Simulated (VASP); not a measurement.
```xyz
8
Lattice="0.0000 2.1945 2.1945 2.1945 0.0000 2.1945 8.8091 8.8091 -0.0310" Properties=species:S:1:pos:R:3 pbc="T T T"
Ti     0.0000     0.0000     0.0000
N      2.1411     2.1411     2.2479
N      4.3827     4.3827     2.2008
N      6.6209     6.6209     2.1572
N      8.8625     8.8625     2.1101
Sc     2.1800     2.1800     0.0145
Sc     4.4046     4.4046    -0.0155
Sc     8.8237     8.8237     4.3435
```

All values below come from PBEsol GGA, VASP's PBE PAW potentials (set 64) (plane waves; VASP). Numerical set-up: 520 eV cut-off, Gaussian smearing of 0.050 eV, potentials Ti_sv N Sc_sv.

**Question.** Give the energies of bands 25 to 38 at the high-symmetry points, in eV from the Fermi level.

**Answer.** 
```
band      Γ      T     H2      L     S0      F
----  -----  -----  -----  -----  -----  -----
25    -4.05  -3.29  -4.20  -4.29  -4.20  -4.32
26    -2.85  -3.29  -4.07  -4.02  -4.06  -4.31
27    -2.85  -2.25  -4.03  -3.81  -4.03  -3.70
28    -2.76  -2.23  -3.76  -3.51  -3.77  -3.62
29    -2.76  -1.84  -3.76  -3.04  -3.75  -3.25
30    -1.08  -1.84  -3.51  -3.00  -3.51  -3.00
31    -1.01  -1.66  -3.26  -2.60  -3.25  -2.02
32    -1.01  -1.66  -3.21  -2.10  -3.22  -1.92
33     0.32   0.35   0.96  -0.68   0.96  -1.53
34     0.32   0.35   1.43  -0.15   1.45   0.83
35     0.75   0.95   1.50   1.78   1.49   1.38
36     2.03   1.76   2.88   2.01   2.86   1.78
37     2.03   2.07   2.92   2.47   2.95   2.10
38     2.07   2.07   3.15   3.08   3.14   3.22
```

It has no gap at this level: it comes out as a metal or semimetal.

The structure was generated: Sc3TiN4 was put into an ordered model structure (R-3m), which need not be its known phase. It was relaxed first. The electron count is odd and the run is not spin-polarised, which forces a metal.
